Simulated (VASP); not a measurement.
Output of a VASP run:

OSZICAR:
```
       N       E                     dE             d eps       ncg     rms          rms(c)
DAV:   1     0.922186618374E+01    0.92219E+01   -0.37570E+03  4584   0.786E+02
DAV:   2    -0.198196579770E+01   -0.11204E+02   -0.10997E+02  6728   0.107E+02
DAV:   3    -0.213749842448E+01   -0.15553E+00   -0.14520E+00  5832   0.900E+00
DAV:   4    -0.213957283341E+01   -0.20744E-02   -0.20741E-02  7424   0.133E+00
DAV:   5    -0.213957894673E+01   -0.61133E-05   -0.61131E-05  5904   0.493E-02    0.745E+00
DAV:   6    -0.215459057269E+01   -0.15012E-01   -0.11918E-03  6904   0.450E-01    0.445E+00
DAV:   7    -0.216353371244E+01   -0.89431E-02   -0.26261E-03  6416   0.636E-01    0.562E-02
DAV:   8    -0.216350910310E+01    0.24609E-04   -0.97357E-05  7504   0.895E-02    0.173E-02
DAV:   9    -0.216350907156E+01    0.31534E-07   -0.80635E-06  7440   0.270E-02    0.563E-03
DAV:  10    -0.216350861351E+01    0.45805E-06   -0.94286E-07  7032   0.750E-03    0.161E-03
DAV:  11    -0.216350866818E+01   -0.54677E-07   -0.30656E-08  3088   0.160E-03
   1 F= -.21635087E+01 E0= -.21635415E+01  d E =0.985636E-04
```

OUTCAR:
```
------------------------ aborting loop because EDIFF is reached ----------------------------------------
  FORCE on cell =-STRESS in cart. coord.  units (eV):
  Direction    XX          YY          ZZ          XY          YZ          ZX
  --------------------------------------------------------------------------------------
  Total        0.0378152      0.0368026      0.0368026      0.0000000      0.0477470      0.0000000
  in kB        1.5281559      1.4872384      1.4872384      0.0000000      1.9295131      0.0000000
  external PRESSURE =       1.5008776 kB  Pullay stress =       0.0000000 kB
  volume of cell :       39.65
      direct lattice vectors                 reciprocal lattice vectors
    -2.148093956  2.137353486  2.137353486     0.000000000  0.233934164  0.233934164
     2.148093956 -2.158834426  2.158834426     0.232764493  0.001163852  0.232770312
     2.148093956  2.158834426 -2.158834426     0.232764493  0.232770312  0.001163852
 POSITION                                       TOTAL-FORCE (eV/Angst)
 -----------------------------------------------------------------------------------
      0.00000      0.00000      0.00000        -0.000000      0.000000      0.000000
 -----------------------------------------------------------------------------------
    total drift:                                0.000000      0.000000      0.000000
  FREE ENERGIE OF THE ION-ELECTRON SYSTEM (eV)
  ---------------------------------------------------
  free  energy   TOTEN  =        -2.1635086682 eV

  energy  without entropy=       -2.1636072318  energy(sigma->0) =       -2.16354152
```
(Selected blocks of OUTCAR.)

### POSCAR
```
Eu
1
   -2.1480939560     2.1373534862     2.1373534862
    2.1480939560    -2.1588344258     2.1588344258
    2.1480939560     2.1588344258    -2.1588344258
Eu
1
Direct
  0.0000000000   0.0000000000   0.0000000000
```

Question: Write an INCAR and KPOINTS that could have produced this output.

Answer: One answer among several that fit: the input of the run itself, PBEsol GGA, plane waves, VASP's PBE PAW potentials (set 64).

### INCAR
```
ALGO = Normal   # blocked Davidson
LWAVE = .FALSE.
SYSTEM = Eu
GGA = PS   # PBEsol
LASPH = .TRUE.
ISIF = 2   # forces and stress, cell fixed
LCHARG = .FALSE.
LREAL = .FALSE.
ISMEAR = 1   # Methfessel-Paxton
PREC = Accurate
LMAXMIX = 6   # l cut-off of mixed one-centre charges
ENCUT = 480   # plane-wave cut-off (eV)
EDIFF = 1E-7   # SCF stop (eV)
SIGMA = 0.1   # width (eV)
NELM = 100
```

KPOINTS:
```
Automatic
0
gamma
12 12 12
```

POTCAR, in this order: Eu_2 (PBE.64 set). Program: vasp_std.

The 4f electrons are frozen in the core of the lanthanide potential, so 4f levels, which can set the real gap, and their magnetism are missing.

The compound is Eu in the bcc structure. This cell was strained or had an atom moved on purpose.
